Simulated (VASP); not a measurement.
A convergence study with VASP on AgBr (space group no. 225 when undisturbed): one setting is varied, all else stays as given below, so the limit is that of these other settings. One atom is moved off its site, so that forces are finite.

```xyz
2
Lattice="0.0000 2.8937 2.8937 2.8937 0.0000 2.8937 2.8937 2.8937 0.0000" Properties=species:S:1:pos:R:3 pbc="T T T"
Ag     0.0000     0.0000     0.0500
Br     2.8937     2.8937     2.8937
```

The numbers are results of PBE GGA, VASP's PBE PAW potentials (set 64) (plane waves; VASP), not measurements. The tightest run used: 720 eV cut-off, 7×7×7 Γ-centred mesh, Fermi-Dirac smearing of 0.010 eV, potentials Ag Br.

Task: The settings run are ENCUT = 105; ENCUT = 120; ENCUT = 135; ENCUT = 150; ENCUT = 165; ENCUT = 180; ENCUT = 210; ENCUT = 240; ENCUT = 270; ENCUT = 330; ENCUT = 360; ENCUT = 405; ENCUT = 450; ENCUT = 525; ENCUT = 600; ENCUT = 720. From which on does the energy per atom stay within 0.01 eV/atom of the tightest run?

Result: From ENCUT = 240 on: it is off by 0.0017 there and by no more than 0.01 in any finer run, while ENCUT = 210 is off by 0.0213.
| setting | E (eV/atom) | pressure (GPa) | plane waves | difference judged (eV/atom) |
|---|---|---|---|---|
| ENCUT = 105 | 9.6775 | -543.09 | 125 | 12.1745 |
| ENCUT = 120 | 2.7723 | -350.12 | 153 | 5.2693 |
| ENCUT = 135 | -0.1243 | -222.73 | 180 | 2.3727 |
| ENCUT = 150 | -1.5063 | -131.38 | 206 | 0.9907 |
| ENCUT = 165 | -2.0311 | -77.99 | 259 | 0.4659 |
| ENCUT = 180 | -2.3108 | -44.29 | 283 | 0.1862 |
| ENCUT = 210 | -2.4757 | -11.42 | 343 | 0.0213 |
| ENCUT = 240 | -2.4953 | -1.21 | 418 | 0.0017 |
| ENCUT = 270 | -2.4994 | 1.06 | 531 | 0.0025 |
| ENCUT = 330 | -2.4975 | 0.79 | 671 | 0.0005 |
| ENCUT = 360 | -2.4965 | 0.77 | 761 | 0.0005 |
| ENCUT = 405 | -2.4968 | 0.99 | 911 | 0.0002 |
| ENCUT = 450 | -2.4970 | 1.15 | 1067 | 0.0001 |
| ENCUT = 525 | -2.4970 | 1.14 | 1363 | 0.0001 |
| ENCUT = 600 | -2.4969 | 1.14 | 1639 | 0.0000 |
| ENCUT = 720 | -2.4970 | 1.17 | 2141 | 0.0000 |

Left out are rungs that failed or repeat a setting and relaxations that didn't move; long series are thinned to 24 rows.

The structure is a typed AgBr crystal (space group no. 225). The cell was not relaxed at this level, it is distorted from the ideal structure.
